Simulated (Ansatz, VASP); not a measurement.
Sc4GeSe: VASP beside Ansatz

```
Sc Ge Se
1.0
     4.91280    0.00000    0.00000
     0.00000    4.91280    0.00000
     0.00000    0.00000    8.04927
Sc Ge Se
4 1 1
Cartesian
  2.4564 0.0000 0.0000
  0.0000 2.4564 0.0000
  0.0000 0.0000 2.5805
  0.0000 0.0000 5.4688
  0.0000 0.0000 0.0000
  2.4564 2.4564 4.0246
```

Change from the starting cell: species swapped into the RbAlF4 type (P4/mmm, No. 123).

Alike in both runs: functional PBE; k mesh 4 × 4 × 4; occupations gaussian, width 0.1 eV; no spin polarisation.

Ansatz relaxed the structure, and its values are those at the end. VASP's run is a single point on that final structure, the one shown.

|  | VASP | Ansatz |
| --- | --- | --- |
| version | VASP 6.6.1 | Ansatz 0.2.0 |
| potentials or method | VASP PAW PBE potentials, release 64 (Sc_sv, Ge_d, Se) | scalar-relativistic, plane waves, PAW |
| plane-wave cutoff (eV) | 520 | 420 |
| valence electrons in the cell | 64 | 74 |

Ansatz gave:

```
gap on the k mesh at the Fermi level (eV) : none
pressure (GPa)                            : 0.0
rms of the force components (eV/Å)        : 0.001
```

**Question.** Estimate VASP's values.

**Answer.** gap on the k mesh at the Fermi level (eV): none; pressure (GPa): 0.0; rms of the force components (eV/Å): 0.003.

A gap of «none» marks a metal or a gap that the smearing closes. The two sets of potentials don't hold the same shells in valence.
